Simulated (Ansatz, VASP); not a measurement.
## One calculation of LiSnF4, two programs

File INCAR:

```
PREC = Accurate
ENCUT = 600
EDIFF = 1E-6
ISMEAR = 0
SIGMA = 0.1
LREAL = F
LASPH = T
NELM = 100
ALGO = Normal
ISIF = 3
LWAVE = F
LCHARG = F
GGA = PE
IBRION = 2
NSW = 100
EDIFFG = -0.01
```

Contents of KPOINTS:

```
regular mesh
0
Gamma
  10 10 6
```

File POSCAR:

```
LiSnF4
1.0
    4.2697184489      0.0000000000      0.0000000000
    0.0000000000      4.2697184489      0.0000000000
    0.0000000000      0.0000000000      6.8230757049
Li Sn F
1 1 4
Direct
    0.5000000000      0.5000000000      0.5000000000
    0.0000000000      0.0000000000      0.0000000000
    0.0000000000      0.0000000000      0.3080539289
    0.0000000000      0.0000000000      0.6919460711
    0.0000000000      0.5000000000      0.0000000000
    0.5000000000      0.0000000000      0.0000000000
```

Input for Ansatz:

```yaml
crystal:
  lattice:
    - [4.2697184489, 0.0, 0.0]
    - [0.0, 4.2697184489, 0.0]
    - [0.0, 0.0, 6.8230757049]
  atoms:
    - { symbol: Li, position: [0.5, 0.5, 0.5] }
    - { symbol: Sn, position: [0.0, 0.0, 0.0] }
    - { symbol: F, position: [0.0, 0.0, 0.3080539289] }
    - { symbol: F, position: [0.0, 0.0, 0.6919460711] }
    - { symbol: F, position: [0.0, 0.5, 0.0] }
    - { symbol: F, position: [0.5, 0.0, 0.0] }
basis:
  ecutwfc: 420
kpoints:
  mp_grid: { grid: [10, 10, 6] }
hamiltonian:
  xc: pbe
scf:
  occupations: { method: gaussian, width: 0.1 }
output:
  forces: true
  stress: true
  eigenvalues: true
  write_density: true
  write_potential: true
  elf: true
  volumetric_format: npy
relax:
  adjacent_minimum: "off"
  f_tol: 0.01
  max_steps: 80
  cell: { stress_tol: 0.05 }
```

Alike in both runs: task relaxation of cell and atoms; functional PBE; k mesh 10 × 10 × 6; occupations gaussian, width 0.1 eV; no spin polarisation.

|  | VASP | Ansatz |
| --- | --- | --- |
| version | VASP 6.6.1 | Ansatz 0.2.0 |
| potentials or method | VASP PAW PBE potentials, release 64 (Li_sv, Sn_d, F) | scalar-relativistic, plane waves, PAW |
| plane-wave cutoff (eV) | 600 | 420 |
| valence electrons in the cell | 45 | 45 |

VASP gave:

```
gap on the k mesh at the Fermi level, each at its own relaxed structure (eV) : none
relaxed volume (Å³/atom)                                                     : 20.82
relaxed cell length with the largest relative difference (Å)                 : 6.854
```

Problem. Which values does Ansatz return?

Solution. gap on the k mesh at the Fermi level, each at its own relaxed structure (eV): none; relaxed volume (Å³/atom): 20.88; relaxed cell length with the largest relative difference (Å): 6.861.

A gap of «none» marks a metal or a gap that the smearing closes.

Caveats: the cutoff is under 1.25 times the usual one of these potentials, so pressure, stress and relaxed cells hold a basis-set (Pulay) error (VASP); an odd number of electrons without spin polarisation forces a metal; a magnetic or distorted state may lie lower.
